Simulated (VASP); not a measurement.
Consider the following.

```xyz
6
Lattice="4.6513 0.0000 0.0000 0.0000 4.6513 0.0000 0.0000 0.0000 3.0733" Properties=species:S:1:pos:R:3 pbc="T T T"
Mg     0.0000     0.0000     0.0000
Mg     2.3256     2.3256     1.5367
F      1.4084     1.4084     0.0000
F      3.7340     0.9173     1.5367
F      0.9173     3.7340     1.5367
F      3.2429     3.2429     0.0000
```

All values below come from PBE GGA with D4 dispersion, VASP's PBE PAW potentials (set 64) (plane waves; VASP). Numerical set-up: 520 eV cut-off, 5×5×7 Γ-centred mesh, Gaussian smearing of 0.050 eV, potentials Mg F.

**Question.** Predict the energy per atom (σ→0), band gap (on the k-mesh) with the smallest direct gap where there is one.

**Answer.** 
| Property | Result |
|---|---|
| band gap (on the k-mesh) | 6.96 eV |
| smallest direct gap (on the k-mesh) | 6.96 eV |
| energy per atom (σ→0) | -518.2 kJ/mol of atoms |

The absolute energy has meaning only against runs of the same code, potentials and settings.

The compound is MgF2 in the rutile structure. It was relaxed first. The start is the result of an earlier pass.
